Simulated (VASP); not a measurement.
OSZICAR of a VASP run on InAs (zinc blende):

**OSZICAR**
```
       N       E                     dE             d eps       ncg     rms          rms(c)
DAV:   1     0.108123238021E+03    0.10812E+03   -0.73445E+03   520   0.123E+03
DAV:   2    -0.115349850569E+01   -0.10928E+03   -0.10641E+03   535   0.297E+02
DAV:   3    -0.859474523011E+01   -0.74412E+01   -0.73962E+01   680   0.867E+01
DAV:   4    -0.876849315767E+01   -0.17375E+00   -0.17368E+00   582   0.154E+01
DAV:   5    -0.877667737324E+01   -0.81842E-02   -0.81839E-02   763   0.289E+00    0.439E+00
DAV:   6    -0.851227340651E+01    0.26440E+00   -0.46403E-01   783   0.138E+01    0.244E+00
DAV:   7    -0.848078454143E+01    0.31489E-01   -0.13230E-01   743   0.402E+00    0.680E-01
DAV:   8    -0.847912753468E+01    0.16570E-02   -0.13235E-02   618   0.167E+00    0.211E-01
DAV:   9    -0.847937758738E+01   -0.25005E-03   -0.10809E-03   658   0.405E-01    0.115E-01
DAV:  10    -0.847942696790E+01   -0.49381E-04   -0.12605E-04   786   0.159E-01    0.766E-02
DAV:  11    -0.847944202201E+01   -0.15054E-04   -0.51249E-05   570   0.106E-01    0.444E-02
DAV:  12    -0.847944197238E+01    0.49634E-07   -0.53773E-06   545   0.198E-02
   1 F= -.84794420E+01 E0= -.84793295E+01  d E =-.847944E+01
       N       E                     dE             d eps       ncg     rms          rms(c)
DAV:   1    -0.855774978375E+01   -0.78308E-01   -0.19907E+00   665   0.313E+01    0.172E+00
DAV:   2    -0.849291917569E+01    0.64831E-01   -0.13488E-01   635   0.900E+00    0.639E-01
DAV:   3    -0.848152225003E+01    0.11397E-01   -0.36774E-02   695   0.432E+00    0.330E-01
DAV:   4    -0.848144346736E+01    0.78783E-04   -0.14304E-03   545   0.405E-01    0.235E-01
DAV:   5    -0.848123317909E+01    0.21029E-03   -0.15543E-04   648   0.124E-01    0.105E-01
DAV:   6    -0.848120421104E+01    0.28968E-04   -0.67201E-05   728   0.941E-02    0.169E-02
DAV:   7    -0.848120469057E+01   -0.47953E-06   -0.76741E-06   667   0.500E-02
   2 F= -.84812047E+01 E0= -.84810923E+01  d E =-.176272E-02
       N       E                     dE             d eps       ncg     rms          rms(c)
DAV:   1    -0.848943905679E+01   -0.82348E-02   -0.19548E-01   665   0.948E+00    0.564E-01
DAV:   2    -0.848278764515E+01    0.66514E-02   -0.14379E-02   640   0.306E+00    0.199E-01
DAV:   3    -0.848169859887E+01    0.10890E-02   -0.33870E-03   690   0.132E+00    0.110E-01
DAV:   4    -0.848169138633E+01    0.72125E-05   -0.13212E-04   530   0.118E-01    0.769E-02
DAV:   5    -0.848167880607E+01    0.12580E-04   -0.16631E-05   643   0.426E-02    0.303E-02
DAV:   6    -0.848168057884E+01   -0.17728E-05   -0.60333E-06   787   0.304E-02    0.608E-03
DAV:   7    -0.848167976175E+01    0.81709E-06   -0.59889E-07   310   0.151E-02
   3 F= -.84816798E+01 E0= -.84815673E+01  d E =-.223779E-02
```

Question: Which electronic solver shows in the log?

Answer: It is blocked Davidson (ALGO = Normal, or the opening steps of other solvers). The INCAR had ALGO = Normal.

Question: Can the final energy be trusted as converged?

Answer: Self-consistency was reached. It stopped with EDIFF = 1E-6, NELM = 100, NSW = 60 and EDIFFG = -0.01 after 3 ionic steps (PBEsol GGA, plane waves, VASP's PBE PAW potentials (set 64)).

The compound is InAs in the zinc blende structure. This run relaxes it. Symmetry was kept, so distortions that lower it aren't found.
